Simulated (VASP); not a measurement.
# Ca3ZrN3 (R-3m) in VASP: notebook

One crystal, Ca3ZrN3, is run at these levels: PBE; tasks: relaxation of cell and atoms.

All numbers are computed with VASP 6.6.1; they aren't measurements. Logs are shortened: lines on timing, memory, paths and dates and some standing lists are left out, and cuts for length are marked.

## 1. Starting point

The structure is trigonal, space group R-3m (No. 166). The conventional cell has a = 6.689 Å, b = 6.689 Å, c = 11.187 Å, α = 90.00°, β = 90.00°, γ = 120.00°. Ca (site symmetry 2/m) has 2 N at 2.25 Å as nearest neighbours. Zr (site symmetry -3m) is surrounded by 2 N at 2.57 Å. N (site symmetry -3m) has 6 Ca at 2.68 Å and 2 N at 3.03 Å as nearest neighbours. Around N (site symmetry 3m) lie 3 Ca at 2.25 Å and 1 Zr at 2.57 Å.

The cell was built by a generator and needn't be a form met in nature.

## 2. Relaxation of cell and atoms, PBE

File INCAR:

```
SYSTEM = Ca3ZrN3
PREC = Normal ; ENCUT = 520
EDIFF = 1E-4 ; ISMEAR = 0
SIGMA = 0.15 ; LREAL = .False.
LASPH = .True. ; NELM = 60
ALGO = Fast ; ISIF = 3
LWAVE = .False. ; LCHARG = .False.
GGA = PE ; IBRION = 2
NSW = 24 ; EDIFFG = -0.08
```

File KPOINTS:

```
regular mesh
0
Gamma
  3 3 3
  0 0 0
```

File POSCAR:

```
Ca3ZrN3
1.0
    3.3443780900      1.9308775900      3.7289517000
   -3.3443780900      1.9308775900      3.7289517000
    0.0000000000     -3.8617551800      3.7289517000
Ca Zr N
3 1 3
Direct
    0.0000000000      0.0000000000      0.5000000000
    0.5000000000      0.0000000000      0.0000000000
    0.0000000000      0.5000000000      0.0000000000
    0.5000000000      0.5000000000      0.5000000000
    0.0000000000      0.0000000000      0.0000000000
    0.2705881000      0.2705881000      0.2705881000
    0.7294119000      0.7294119000      0.7294119000
```

Potentials or basis: VASP PAW PBE potentials, release 64 (Ca_sv, Zr_sv, N).

Started as:

```bash
> cat potpaw_PBE.64/Ca_sv/POTCAR potpaw_PBE.64/Zr_sv/POTCAR potpaw_PBE.64/N/POTCAR > POTCAR
> mpirun -np 4 vasp_std > vasp.out
```

OUTCAR:

```text
SYSTEM = Ca3ZrN3
   PREC = Normal
   ENCUT = 520
   EDIFF = 1E-4
   ISMEAR = 0
   LREAL = .False.
   LASPH = .True.
   NELM = 60
   ISIF = 3
   GGA = PE
   IBRION = 2
   NSW = 24
   EDIFFG = -0.08

 ion  position               nearest neighbor table
   1  0.000  0.000  0.500-   6 2.25   7 2.25   4 3.34   4 3.34
   2  0.500  0.000  0.000-   6 2.25   7 2.25   4 3.34   4 3.34
   3  0.000  0.500  0.000-   6 2.25   7 2.25   4 3.34   4 3.34
   4  0.500  0.500  0.500-   6 2.57   7 2.57   2 3.34   3 3.34   2 3.34   3 3.34   1 3.34   1 3.34

   5  0.000  0.000  0.000-
   6  0.271  0.271  0.271-   1 2.25   2 2.25   3 2.25   4 2.57
   7  0.729  0.729  0.729-   1 2.25   2 2.25   3 2.25   4 2.57

  LATTYP: Found a trigonal (rhomboedric) cell.
 ALAT       =     5.3682617165
 COS(alpha) =     0.2237647273

  Lattice vectors:

 A1 = (   3.3443780900,   1.9308775900,   3.7289517000)
 A2 = (  -3.3443780900,   1.9308775900,   3.7289517000)
 A3 = (   0.0000000000,  -3.8617551800,   3.7289517000)

Analysis of symmetry for initial positions (statically):
=====================================================================
 Subroutine PRICEL returns:
 Original cell was already a primitive cell.

 Routine SETGRP: Setting up the symmetry group for a
 trigonal (rhombohedral) supercell.

 Subroutine GETGRP returns: Found 12 space group operations
 (whereof 12 operations were pure point group operations)
 out of a pool of 12 trial point group operations.

The static configuration has the point symmetry D_3d.

Analysis of symmetry for dynamics (positions and initial velocities):
=====================================================================
 Subroutine PRICEL returns:
 Original cell was already a primitive cell.

 Routine SETGRP: Setting up the symmetry group for a
 trigonal (rhombohedral) supercell.

 Subroutine GETGRP returns: Found 12 space group operations
 (whereof 12 operations were pure point group operations)
 out of a pool of 12 trial point group operations.

The dynamic configuration has the point symmetry D_3d.

 Subroutine INISYM returns: Found 12 space group operations
 (whereof 12 operations are pure point group operations),
 and found     1 'primitive' translations

----------------------------------------------------------------------------------------

                                     Primitive cell

  volume of cell :     144.4801

  direct lattice vectors                    reciprocal lattice vectors
     3.344378090  1.930877590  3.728951700     0.149504627  0.086316537  0.089390628
    -3.344378090  1.930877590  3.728951700    -0.149504627  0.086316537  0.089390628
     0.000000000 -3.861755180  3.728951700     0.000000000 -0.172633074  0.089390628

  length of vectors
     5.368261717  5.368261717  5.368261716     0.194403864  0.194403864  0.194403864

  position of ions in fractional coordinates (direct lattice)
     1.000000000  1.000000000  0.500000000
     0.500000000  0.000000000  1.000000000
     0.000000000  0.500000000  1.000000000
     0.500000000  0.500000000  0.500000000
     0.000000000  0.000000000  0.000000000
     0.270588100  0.270588100  0.270588100
     0.729411900  0.729411900  0.729411900

  ion indices of the primitive-cell ions
   primitive index   ion index
                 1           1
                 2           2
                 3           3
                 4           4
                 5           5
                 6           6
                 7           7

----------------------------------------------------------------------------------------

 KPOINTS: regular mesh

Automatic generation of k-mesh.
 Grid dimensions read from file:
 generate k-points for:    3    3    3

 Generating k-lattice:

  Cartesian coordinates                     Fractional coordinates (reciprocal lattice)
     0.049834876  0.028772179  0.029796876     0.333333333  0.000000000  0.000000000
    -0.049834876  0.028772179  0.029796876     0.000000000  0.333333333  0.000000000
     0.000000000 -0.057544358  0.029796876     0.000000000  0.000000000  0.333333333

  Length of vectors
     0.064801288  0.064801288  0.064801288

  Shift w.r.t. Gamma in fractional coordinates (k-lattice)
     0.000000000  0.000000000  0.000000000

 Subroutine IBZKPT returns following result:
 ===========================================

 Found      6 irreducible k-points:

 Following reciprocal coordinates:
            Coordinates               Weight
  0.000000  0.000000  0.000000      1.000000
  0.333333  0.000000  0.000000      6.000000
  0.333333  0.333333  0.000000      6.000000
 -0.333333  0.333333  0.000000      6.000000
  0.333333  0.333333  0.333333      2.000000
 -0.333333  0.333333  0.333333      6.000000
   k-points           NKPTS =      6   k-points in BZ     NKDIM =      6   number of bands    NBANDS=     36
   number of dos      NEDOS =    301   number of ions     NIONS =      7
   total plane-waves  NPLWV =  27000
   dimension x,y,z NGX =    30 NGY =   30 NGZ =   30
   dimension x,y,z NGXF=    60 NGYF=   60 NGZF=   60
   ions per type =               3   1   3
   NGX,Y,Z   is equivalent  to a cutoff of   9.29,  9.29,  9.29 a.u.
   NGXF,Y,Z  is equivalent  to a cutoff of  18.58, 18.58, 18.58 a.u.
 SYSTEM =  Ca3ZrN3
   PREC   = normal    normal or accurate (medium, high low for compatibility)
   ISTART =      0    job   : 0-new  1-cont  2-samecut
   ICHARG =      2    charge: 1-file 2-atom 10-const
   ISPIN  =      1    spin polarized calculation?
   LNONCOLLINEAR =      F non collinear calculations
   LSORBIT =      F    spin-orbit coupling
   LASPH  =      T    aspherical Exc in radial PAW
   ENCUT  =  520.0 eV  38.22 Ry    6.18 a.u.   9.98  9.98  9.98*2*pi/ulx,y,z
   NELM   =     60;   NELMIN=  2; NELMDL= -5     # of ELM steps
   EDIFF  = 0.1E-03   stopping-criterion for ELM
   LREAL  =      F    real-space projection
   EDIFFG = -.8E-01   stopping-criterion for IOM
   NSW    =     24    number of steps for IOM
   IBRION =      2    ionic relax: 0-MD 1-quasi-New 2-CG
   NFREE  =      1    steps in history (QN), initial steepest desc. (CG)
   ISIF   =      3    stress and relaxation
   ISYM   =      2    0-nonsym 1-usesym 2-fastsym
   POTIM  = 0.5000    time-step for ionic-motion
   TEBEG  =    0.0;   TEEND  =   0.0 temperature during run
   PSTRESS=    0.0 pullay stress
   NELECT =      57.0000    total number of electrons
   NUPDOWN=      -1.0000    fix difference up-down
   EMIN   =  10.00;   EMAX   =-10.00  energy-range for DOS
   EFERMI =   0.00;   METHOD = LEGACY
   ISMEAR =     0;   SIGMA  =   0.15  broadening in eV -4-tet -1-fermi 0-gaus
   EFERMI_NEDOS =   21; number of points for ismear=-14 and -15
   IALGO  =     68    algorithm
   IMIX   =      4    mixing-type and parameters
     AMIX     =   0.40;   BMIX     =  1.00
     AMIX_MAG =   1.60;   BMIX_MAG =  1.00
  volume/ion in A,a.u.               =      20.64       139.29
  Fermi-wavevector in a.u.,A,eV,Ry     =   1.200689  2.268973 19.614883  1.441653
  Thomas-Fermi vector in A             =   2.336518
   LORBIT       =      0    0 simple, 1 ext, 2 COOP (PROOUT), +10 PAW based schemes
   GGA     = PE    functional components
   LHFCALC =     F    Hartree Fock is set to
   AEXX    =    0.0000 exact exchange contribution
   IVDW    =     0    specifies the selected vdW correction
   LEPSILON=     F    determine dielectric tensor
   LRPA    =     F    only Hartree local field effects (RPA)
 conjugate gradient relaxation of ions
 non-spin polarized calculation
 RMM-DIIS sequential band-by-band and
 Gauss-broadening in eV      SIGMA  =   0.15
  energy-cutoff  :      520.00
  volume of cell :      144.48
 maximum number of plane-waves:      3907
   NGX = 19   NGY = 19   NGZ = 19

--------------------------------------- Ionic step        1  -------------------------------------------

 number of electron      56.9999990 magnetization

 Free energy of the ion-electron system (eV)
  ---------------------------------------------------
  ext. energy  EPLUGINS =         0.00000000
  ---------------------------------------------------
  free energy    TOTEN  =       -37.06897433 eV

  energy without entropy =      -36.99274025  energy(sigma->0) =      -37.03085729

------------------------ aborting loop because EDIFF is reached ----------------------------------------

  FORCE on cell =-STRESS in cart. coord.  units (eV):
  Direction    XX          YY          ZZ          XY          YZ          ZX
  --------------------------------------------------------------------------------------
  -------------------------------------------------------------------------------------
  Total        6.6069524      6.6069524    -22.7580233      0.0000000      0.0000000      0.0000000
  in kB       73.2661953     73.2661952   -252.3695770      0.0000000      0.0000000      0.0000000
  external PRESSURE =     -35.2790622 kB  Pullay stress =       0.0000000 kB

 VOLUME and BASIS-vectors are now :
 -----------------------------------------------------------------------------
  energy-cutoff  :      520.00
  volume of cell :      144.48
      direct lattice vectors                 reciprocal lattice vectors
     3.344378090  1.930877590  3.728951700     0.149504627  0.086316537  0.089390628
    -3.344378090  1.930877590  3.728951700    -0.149504627  0.086316537  0.089390628
     0.000000000 -3.861755180  3.728951700     0.000000000 -0.172633074  0.089390628
[... 124 lines left out ...]
 POSITION                                       TOTAL-FORCE (eV/Angst)
 -----------------------------------------------------------------------------------
     -0.00000     -2.02283      1.55862        -0.000000      0.000000      0.000000
      1.75183      1.01142      1.55862         0.000000      0.000000      0.000000
     -1.75183      1.01142      1.55862        -0.000000      0.000000      0.000000
      0.00000      0.00000      4.67586         0.000000     -0.000000      0.000000
      0.00000     -0.00000      0.00000         0.000000      0.000000      0.000000
      0.00000      0.00000      2.68875         0.000000      0.000000      0.722550
      0.00000      0.00000      6.66297         0.000000     -0.000000     -0.722550
 -----------------------------------------------------------------------------------
    total drift:                                0.000000     -0.000000      0.000000

  FREE ENERGIE OF THE ION-ELECTRON SYSTEM (eV)
  ---------------------------------------------------
  free  energy   TOTEN  =       -41.2609364728 eV

  energy  without entropy=      -41.1790411424  energy(sigma->0) =      -41.21998881

--------------------------------------- Ionic step        5  -------------------------------------------

 number of electron      56.9999933 magnetization

 Free energy of the ion-electron system (eV)
  ---------------------------------------------------
  ext. energy  EPLUGINS =         0.00000000
  ---------------------------------------------------
  free energy    TOTEN  =       -41.37767666 eV

  energy without entropy =      -41.29723962  energy(sigma->0) =      -41.33745814

 E-fermi :   3.6338     XC(G=0):  -9.3928

 val. band max:        3.6278326638   @ k =   0.3333   0.3333   0.0000
 cond. band min:       3.6357585775   @ k =  -0.3333   0.3333   0.3333
 fundamental gap:      0.0079259137
 Fermi energy:         3.6338399909

 k-point     1 :       0.0000    0.0000    0.0000
  band No.  band energies     occupation
      1     -45.5388      2.00000
      2     -36.3591      2.00000
      3     -36.3223      2.00000
      4     -36.3223      2.00000
      5     -23.7804      2.00000
      6     -23.7804      2.00000
[... 245 lines left out ...]
 POSITION                                       TOTAL-FORCE (eV/Angst)
 -----------------------------------------------------------------------------------
     -0.00000     -2.07235      1.58229         0.000000     -0.000000      0.000000
      1.79471      1.03618      1.58229        -0.000000     -0.000000      0.000000
     -1.79471      1.03618      1.58229        -0.000000     -0.000000      0.000000
      0.00000      0.00000      4.74686         0.000000      0.000000      0.000000
      0.00000      0.00000      0.00000         0.000000     -0.000000      0.000000
      0.00000      0.00000      2.76771         0.000000     -0.000000      0.059067
      0.00000      0.00000      6.72601         0.000000      0.000000     -0.059067
 -----------------------------------------------------------------------------------
    total drift:                                0.000000     -0.000000      0.000000

  FREE ENERGIE OF THE ION-ELECTRON SYSTEM (eV)
  ---------------------------------------------------
  free  energy   TOTEN  =       -41.3776766609 eV

  energy  without entropy=      -41.2972396233  energy(sigma->0) =      -41.33745814

 reached required accuracy - stopping structural energy minimisation
```

Run time: 18 s. Hardware: 4 MPI ranks of Intel Xeon 6975P-C (Granite Rapids), shared host; peak memory 0.13 GiB.

What came out:

| Property | Result |
| --- | --- |
| Free energy | -41.3777 eV |
| Relaxed volume | 20.18 Å³/atom |
| Relaxed cell | a = 5.215 Å, b = 5.215 Å, c = 5.215 Å, α = 87.00°, β = 87.00°, γ = 87.00° |
| Space group after relaxing (to 0.05 Å) | R-3m (No. 166) |
| Energy gained by relaxing | 615.5 meV/atom |
| Ionic steps | 5 |
| Pressure after relaxing | -0.2 GPa |
| Largest force after relaxing | 0.059 eV/Å |
| Band gap on the k mesh | none (metal or under the smearing width) |

Forces on the atoms (eV/Å):
```
Ca   0.000  0.000  0.000
Ca   0.000  0.000  0.000
Ca   0.000  0.000  0.000
Zr   0.000  0.000  0.000
N    0.000  0.000  0.000
N    0.000  0.000  0.059
N    0.000  0.000 -0.059
```

Step by step:
```
step  energy change (eV)  largest force (eV/Å)  pressure (GPa)  volume (Å³)
   1              0.0000                3.7233           -3.53       144.48
   2             -4.1728                1.2406            2.86       133.17
   3             -4.1901                0.4660            4.26       132.27
   4             -4.1920                0.7225            3.77       132.56
   5             -4.3087                0.0591           -0.24       141.24
```

Final structure:
```
Ca Zr N
1.0
     3.58942    2.07235    3.16457
    -3.58942    2.07235    3.16457
     0.00000   -4.14470    3.16457
Ca Zr N
3 1 3
Direct
  0.00000 0.00000 0.50000
  0.50000 0.00000 0.00000
  0.00000 0.50000 0.00000
  0.50000 0.50000 0.50000
  0.00000 0.00000 0.00000
  0.29153 0.29153 0.29153
  0.70847 0.70847 0.70847
```

Caveat: the k mesh is coarse (spacing up to 0.41 Å⁻¹), so the values aren't converged; the relaxation stopped at a loose force limit of 0.08 eV/Å, so its end isn't a converged minimum.

## 3. Relaxation of cell and atoms, PBE

This run uses another cell than the first one, of 16.88 Å³/atom, 0.818 times its volume.

INCAR, as its differences from that of step 2:

```diff
@@ -9 +9,2 @@
 NSW = 24 ; EDIFFG = -0.08
+KPAR = 4
```

File KPOINTS:

```
regular mesh
0
Gamma
  3 3 4
  0 0 0
```

File POSCAR:

```
Ca3ZrN3
1.0
    5.4960359500      0.0000000000      0.0000000000
    0.0000000000      5.4960359500      0.0000000000
    0.0000000000      0.0000000000      3.9108956500
Ca Zr N
3 1 3
Direct
    0.0000000000      0.5000000000      0.5000000000
    0.5000000000      0.0000000000      0.5000000000
    0.0000000000      0.0000000000      0.5000000000
    0.5000000000      0.5000000000      0.0000000000
    0.0000000000      0.5000000000      0.0000000000
    0.5000000000      0.0000000000      0.0000000000
    0.0000000000      0.0000000000      0.0000000000
```

Potentials or basis: VASP PAW PBE potentials, release 64 (Ca_sv, Zr_sv, N).

Started as:

```bash
> cat potpaw_PBE.64/Ca_sv/POTCAR potpaw_PBE.64/Zr_sv/POTCAR potpaw_PBE.64/N/POTCAR > POTCAR
> mpirun -np 4 vasp_std > vasp.out
```

Run time: 35 s. Hardware: 4 MPI ranks of Intel Xeon 6975P-C (Granite Rapids), shared host; peak memory 0.18 GiB.

The run converged. Its results:

| Property | Result |
| --- | --- |
| Free energy | -32.2674 eV |
| Relaxed volume | 18.01 Å³/atom |
| Relaxed cell | a = 5.281 Å, b = 5.281 Å, c = 4.521 Å, α = 90.00°, β = 90.00°, γ = 90.00° |
| Space group after relaxing (to 0.05 Å) | P4/mmm (No. 123) |
| Energy gained by relaxing | 359.0 meV/atom |
| Ionic steps | 7 |
| Pressure after relaxing | -0.1 GPa |
| Band gap on the k mesh | none (metal or under the smearing width) |

Stress tensor (GPa, compression positive):
```
-0.08  0.00  0.00
 0.00 -0.08  0.00
 0.00  0.00  0.00
```

The path:
```csv
step,energy change (eV),largest force (eV/Å),pressure (GPa),volume (Å³)
1,0.0000,0.0000,19.08,118.13
2,-1.4217,0.0000,-10.16,153.90
3,-2.3782,0.0000,-2.16,138.71
4,-2.3802,0.0000,-1.86,138.16
5,-2.3798,0.0000,-1.53,137.75
6,-2.4448,0.0000,-1.12,134.28
7,-2.5131,0.0000,-0.06,126.09
```

Final structure:
```
CELL_PARAMETERS angstrom
5.28099 0.00000 0.00000
0.00000 5.28099 0.00000
0.00000 0.00000 4.52128
ATOMIC_POSITIONS crystal
Ca 0.00000 0.50000 0.50000
Ca 0.50000 0.00000 0.50000
Ca 0.00000 0.00000 0.50000
Zr 0.50000 0.50000 0.00000
N 0.00000 0.50000 0.00000
N 0.50000 0.00000 0.00000
N 0.00000 0.00000 0.00000
```

Levels at points of the mesh, in eV from the Fermi level:
| k point | band 25 | band 26 | band 27 | band 28 | band 29 | band 30 | band 31 | band 32 |
| --- | --- | --- | --- | --- | --- | --- | --- | --- |
| (0.00, 0.00, 0.00) | -1.43 | -0.85 | -0.67 | -0.05 | -0.05 | -0.02 | 0.47 | 0.98 |
| (0.00, 0.00, 0.50) | -1.80 | -1.80 | -0.96 | -0.25 | 0.06 | 0.06 | 0.86 | 1.20 |

Caveat: the k mesh is coarse (spacing up to 0.40 Å⁻¹), so the values aren't converged; the relaxation stopped at a loose force limit of 0.08 eV/Å, so its end isn't a converged minimum.
